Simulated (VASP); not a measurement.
Method: MS2 meta-GGA, VASP's PBE PAW potentials (set 64) (plane waves; VASP).

VASP input:

### INCAR
```
ENCUT = 520
IBRION = 2
ISMEAR = 1
NELM = 100
ALGO = Normal   ! blocked Davidson
LASPH = .TRUE.   ! aspherical one-centre terms
LREAL = .FALSE.   ! projection in real space or not
EDIFFG = -0.01   ! ionic stop
LMAXMIX = 4   ! l cut-off of mixed one-centre charges
METAGGA = MS2
PREC = Accurate
NSW = 60
ISIF = 3
EDIFF = 1E-6   ! SCF stop (eV)
LMIXTAU = .TRUE.
SIGMA = 0.1   ! width (eV)
LCHARG = .FALSE.
SYSTEM = Cs
LWAVE = .FALSE.
```

### KPOINTS
```
Automatic mesh
0
Gamma
8 8 8
0 0 0
```

**POSCAR**
```
Cs
1.0
 -3.1171637010   3.1171637010   3.1171637010
  3.1171637010  -3.1171637010   3.1171637010
  3.1171637010   3.1171637010  -3.1171637010
Cs
1
Direct
  0.0000000000   0.0000000000   1.0000000000
```

POTCAR, in this order: Cs_sv (PBE.64 set). Program: vasp_std.

Output

**OSZICAR**
```
       N       E                     dE             d eps       ncg     rms          rms(c)
DAV:   1     0.556083148833E+02    0.55608E+02   -0.28687E+03   464   0.740E+02
DAV:   2     0.677311780326E+01   -0.48835E+02   -0.48527E+02   616   0.131E+02
DAV:   3     0.211157440990E+01   -0.46615E+01   -0.46611E+01   472   0.491E+01
DAV:   4     0.206958173746E+01   -0.41993E-01   -0.41991E-01   816   0.566E+00
DAV:   5     0.206955230409E+01   -0.29433E-04   -0.29431E-04   576   0.108E-01    0.194E+00
DAV:   6     0.410746172819E+01    0.20379E+01   -0.11905E+00   464   0.149E+01    0.932E-01
DAV:   7     0.417608271268E+01    0.68621E-01   -0.65785E-01   464   0.971E+00    0.338E-01
DAV:   8     0.437217401350E+01    0.19609E+00   -0.43661E-01   464   0.956E+00    0.145E-01
DAV:   9     0.407410839737E+01   -0.29807E+00   -0.37919E-01   464   0.849E+00    0.102E-01
DAV:  10     0.420448602082E+01    0.13038E+00   -0.99986E-02   480   0.437E+00    0.447E-02
DAV:  11     0.430926682256E+01    0.10478E+00   -0.13063E-01   472   0.607E+00    0.423E-02
DAV:  12     0.442374322881E+01    0.11448E+00   -0.66896E-02   480   0.420E+00    0.334E-02
DAV:  13     0.448858056060E+01    0.64837E-01   -0.55150E-02   464   0.389E+00    0.345E-02
DAV:  14     0.451782848334E+01    0.29248E-01   -0.28614E-02   464   0.269E+00    0.349E-02
DAV:  15     0.451105476502E+01   -0.67737E-02   -0.21615E-03   544   0.623E-01    0.338E-02
DAV:  16     0.452751282381E+01    0.16458E-01   -0.19793E-02   464   0.191E+00    0.299E-02
DAV:  17     0.452888831982E+01    0.13755E-02   -0.83902E-04   608   0.379E-01    0.278E-02
DAV:  18     0.452938839280E+01    0.50007E-03   -0.90614E-04   464   0.442E-01    0.289E-02
DAV:  19     0.451791049539E+01   -0.11478E-01   -0.44931E-02   464   0.282E+00    0.223E-02
DAV:  20     0.451687803902E+01   -0.10325E-02   -0.23353E-03   488   0.684E-01    0.213E-02
DAV:  21     0.451564154068E+01   -0.12365E-02   -0.15279E-03   464   0.530E-01    0.217E-02
DAV:  22     0.451517642771E+01   -0.46511E-03   -0.46943E-04   568   0.287E-01    0.213E-02
DAV:  23     0.451640424168E+01    0.12278E-02   -0.51711E-04   464   0.304E-01    0.214E-02
DAV:  24     0.451617176226E+01   -0.23248E-03   -0.55329E-05   512   0.932E-02    0.215E-02
DAV:  25     0.451568040612E+01   -0.49136E-03   -0.44771E-03   464   0.862E-01    0.219E-02
DAV:  26     0.451318312463E+01   -0.24973E-02   -0.45747E-03   464   0.809E-01    0.284E-02
DAV:  27     0.451275350751E+01   -0.42962E-03   -0.65239E-05   664   0.907E-02    0.305E-02
DAV:  28     0.451264549990E+01   -0.10801E-03   -0.18424E-05   512   0.622E-02    0.316E-02
DAV:  29     0.451258413518E+01   -0.61365E-04   -0.26244E-05   520   0.644E-02    0.326E-02
DAV:  30     0.451234585011E+01   -0.23829E-03   -0.74663E-05   488   0.108E-01    0.327E-02
DAV:  31     0.451234973104E+01    0.38809E-05   -0.95806E-07   672   0.107E-02    0.328E-02
DAV:  32     0.451241810422E+01    0.68373E-04   -0.37144E-06   488   0.283E-02    0.329E-02
DAV:  33     0.451207482954E+01   -0.34327E-03   -0.13226E-04   464   0.167E-01    0.303E-02
DAV:  34     0.451229429699E+01    0.21947E-03   -0.21116E-03   464   0.570E-01    0.266E-02
DAV:  35     0.451153184555E+01   -0.76245E-03   -0.19410E-03   464   0.483E-01    0.278E-02
DAV:  36     0.451145320577E+01   -0.78640E-04   -0.76024E-05   480   0.100E-01    0.260E-02
DAV:  37     0.451159693557E+01    0.14373E-03   -0.27395E-04   464   0.211E-01    0.220E-02
DAV:  38     0.451179386586E+01    0.19693E-03   -0.14094E-04   464   0.161E-01    0.180E-02
DAV:  39     0.451195172138E+01    0.15786E-03   -0.71808E-05   464   0.108E-01    0.132E-02
DAV:  40     0.451182941277E+01   -0.12231E-03   -0.19480E-04   464   0.187E-01    0.836E-03
DAV:  41     0.451156382069E+01   -0.26559E-03   -0.18705E-04   464   0.142E-01    0.591E-03
DAV:  42     0.451145213996E+01   -0.11168E-03   -0.53491E-05   488   0.994E-02    0.472E-03
DAV:  43     0.451140322264E+01   -0.48917E-04   -0.51389E-05   464   0.872E-02    0.371E-03
DAV:  44     0.451136102836E+01   -0.42194E-04   -0.30816E-05   464   0.756E-02    0.175E-03
DAV:  45     0.451136980014E+01    0.87718E-05   -0.10576E-05   496   0.431E-02    0.188E-03
DAV:  46     0.451136811797E+01   -0.16822E-05   -0.23964E-06   520   0.226E-02    0.105E-03
DAV:  47     0.451137000953E+01    0.18916E-05   -0.28362E-06   480   0.245E-02    0.456E-04
DAV:  48     0.451136994837E+01   -0.61161E-07   -0.44086E-07   560   0.882E-03
   1 F= 0.45113699E+01 E0= 0.45122577E+01  d E =0.451137E+01
```

**OUTCAR**
```
------------------------ aborting loop because EDIFF is reached ----------------------------------------
  FORCE on cell =-STRESS in cart. coord.  units (eV):
  Direction    XX          YY          ZZ          XY          YZ          ZX
  --------------------------------------------------------------------------------------
  Total        0.0025546      0.0025546      0.0025546     -0.0000000     -0.0000000      0.0000000
  in kB        0.0337833      0.0337833      0.0337833     -0.0000000     -0.0000000      0.0000000
  external PRESSURE =       0.0337833 kB  Pullay stress =       0.0000000 kB
  volume of cell :      121.15
      direct lattice vectors                 reciprocal lattice vectors
    -3.117163701  3.117163701  3.117163701     0.000000000  0.160402227  0.160402227
     3.117163701 -3.117163701  3.117163701     0.160402227  0.000000000  0.160402227
     3.117163701  3.117163701 -3.117163701     0.160402227  0.160402227  0.000000000
 POSITION                                       TOTAL-FORCE (eV/Angst)
 -----------------------------------------------------------------------------------
      0.00000      0.00000      0.00000        -0.000000      0.000000      0.000000
 -----------------------------------------------------------------------------------
    total drift:                                0.000000     -0.000000     -0.000000
  FREE ENERGIE OF THE ION-ELECTRON SYSTEM (eV)
  ---------------------------------------------------
  free  energy   TOTEN  =         4.5113699484 eV

  energy  without entropy=        4.5140330874  energy(sigma->0) =        4.51225766

 reached required accuracy - stopping structural energy minimisation
```
(Selected blocks of OUTCAR.)

**OUTCAR**
```
 val. band max:        0.3816352597   @ k =   0.2500   0.2500   0.0000

 cond. band min:       0.4216012767   @ k =   0.3750   0.1250   0.0000


 Fermi energy:         0.3969637449

 k-point     1 :       0.0000    0.0000    0.0000
  band No.  band energies     occupation
      1     -24.0836      2.00000
      2     -10.6900      2.00000
      3     -10.6900      2.00000
      4     -10.6900      2.00000
      5      -1.2526      2.00000
      6       2.9982      0.00000
      7       2.9982      0.00000
      8       2.9982      0.00000

 k-point     2 :       0.1250    0.0000    0.0000
  band No.  band energies     occupation
      1     -24.0828      2.00000
      2     -10.7065      2.00000
      3     -10.6955      2.00000
      4     -10.6900      2.00000
      5      -1.0908      2.00000
      6       2.7803      0.00000
      7       2.8080      0.00000
      8       3.1640      0.00000

 k-point     3 :       0.2500    0.0000    0.0000
  band No.  band energies     occupation
      1     -24.0810      2.00000
      2     -10.7455      2.00000
      3     -10.7085      2.00000
      4     -10.6900      2.00000
      5      -0.6380      2.00000
      6       2.1405     -0.00000
      7       2.4640      0.00000
      8       3.6509      0.00000

 k-point     4 :       0.3750    0.0000    0.0000
  band No.  band energies     occupation
      1     -24.0791      2.00000
      2     -10.7836      2.00000
      3     -10.7214      2.00000
      4     -10.6900      2.00000
      5      -0.0022      2.00000
      6       1.5113     -0.00000
      7       2.2045     -0.00000
      8       3.7783      0.00000

 k-point     5 :       0.5000    0.0000    0.0000
  band No.  band energies     occupation
      1     -24.0784      2.00000
      2     -10.7991      2.00000
      3     -10.7267      2.00000
      4     -10.6900      2.00000
      5       0.4717      0.04913
      6       1.0996     -0.00000
      7       2.1119     -0.00000
...
```

Unless said otherwise, spin-orbit coupling is left out, though it shifts the bands of the heavy elements here.

The compound is Cs in the bcc structure. It was relaxed first, which changed the volume by +7 %. The start is the result of an earlier pass.
